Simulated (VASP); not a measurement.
OSZICAR of a VASP run on PbTe (rock salt):

**OSZICAR**
```
       N       E                     dE             d eps       ncg     rms          rms(c)
DAV:   1     0.158180340716E+03    0.15818E+03   -0.92468E+03   812   0.137E+03
DAV:   2     0.863467639568E+01   -0.14955E+03   -0.14729E+03   842   0.337E+02
DAV:   3    -0.226167229663E+01   -0.10896E+02   -0.10796E+02  1064   0.959E+01
DAV:   4    -0.256071418094E+01   -0.29904E+00   -0.29886E+00   972   0.195E+01
DAV:   5    -0.257099158514E+01   -0.10277E-01   -0.10277E-01  1124   0.316E+00    0.299E+00
DAV:   6    -0.240416509283E+01    0.16683E+00   -0.42724E-01  1066   0.459E+00    0.178E+00
DAV:   7    -0.240162804901E+01    0.25370E-02   -0.10046E-01   974   0.159E+00    0.886E-01
DAV:   8    -0.240422520013E+01   -0.25972E-02   -0.10292E-02   890   0.120E+00    0.131E-01
DAV:   9    -0.240411534021E+01    0.10986E-03   -0.16329E-03  1152   0.431E-01    0.516E-02
DAV:  10    -0.240416462570E+01   -0.49285E-04   -0.18821E-04   854   0.107E-01    0.243E-02
DAV:  11    -0.240417290742E+01   -0.82817E-05   -0.27051E-05  1018   0.400E-02    0.901E-03
DAV:  12    -0.240417310536E+01   -0.19794E-06   -0.20319E-06   938   0.183E-02    0.709E-03
DAV:  13    -0.240417290677E+01    0.19858E-06   -0.11597E-07   778   0.353E-03    0.293E-03
DAV:  14    -0.240417284990E+01    0.56867E-07   -0.24493E-07   624   0.439E-03
   1 F= -.24041728E+01 E0= -.24041728E+01  d E =0.000000E+00
```

**Question.** Which electronic solver shows in the log?

**Answer.** It is blocked Davidson (ALGO = Normal, or the opening steps of other solvers). The INCAR had ALGO = Normal.

**Question.** Can the final energy be trusted as converged?

**Answer.** The calculation finished and met its thresholds. It stopped with EDIFF = 1E-7, NELM = 100 (optB88-vdW, plane waves, VASP's PBE PAW potentials (set 64)).

The compound is PbTe in the rock salt structure. It was relaxed first.
